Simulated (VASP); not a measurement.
Take NaI (rock salt), against free atoms with fixed spin and no zero-point term, in VASP with PAW potentials, and its cohesive energy.

Q: One run gives 2.84 eV/atom. Which level is it?
A) PBE
B) PBEsol
C) LDA

A: C, LDA.  The others give 2.63 (PBEsol), 2.49 (PBE).

Only levels that ran to the end are used. Left out are those held back, those with too coarse a band path, GW runs whose mesh misses a band edge, hybrids' fits of cells that aren't cubic and levels without matching references; a question may draw on a part of the rest.
